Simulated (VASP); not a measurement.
Input of a VASP 6.6.1 run:

INCAR

```
SYSTEM = CSe2
  PREC = Accurate
  ENCUT = 520
  EDIFF = 1E-7
  ISMEAR = -1
  SIGMA = 0.05
  LREAL = .FALSE.
  LASPH = .TRUE.
  NELM = 100
  ALGO = Normal
  ISIF = 2
  LWAVE = .FALSE.
  LCHARG = .FALSE.
  GGA = PE
  NBANDS = 25
```

File KPOINTS:

```
regular mesh
0
G
  6 6 3
  0 0 0
```

File POSCAR:

```
CSe2
1.0
    3.5697670000     -2.9947800000      0.0000000000
    3.5697670000      2.9947800000      0.0000000000
    0.0000000000      0.0000000000      9.4626520000
Se C
4 2
Direct
    0.2168650000      0.7852020000      0.8852330000
    0.7928090000      0.2097190000      0.1174770000
    0.2985130000      0.7213870000      0.3765090000
    0.7152940000      0.2823980000      0.6191460000
    0.0018200000     -0.0153670000     -0.0006670000
    0.4967520000      0.5048400000      0.4934080000
```

Potentials or basis: VASP PAW PBE potentials, release 64 (Se, C).

Run with:

```console
$ cat potpaw_PBE.64/Se/POTCAR potpaw_PBE.64/C/POTCAR > POTCAR
$ mpirun -np 1 vasp_std > vasp.out
```

Estimate the band gap on the k mesh.

2.37 eV, indirect (least direct gap 2.50 eV).

What does it give for the pressure?

1.1 GPa.

What does it give for the largest force?

3.472 eV/Å.

Stress tensor (GPa, compression positive):
```
 0.33 -0.04 -0.09
-0.04  1.78  2.03
-0.09  2.03  1.33
```

Caveat: an odd mesh through Γ misses points on the zone boundary, where band edges often lie.
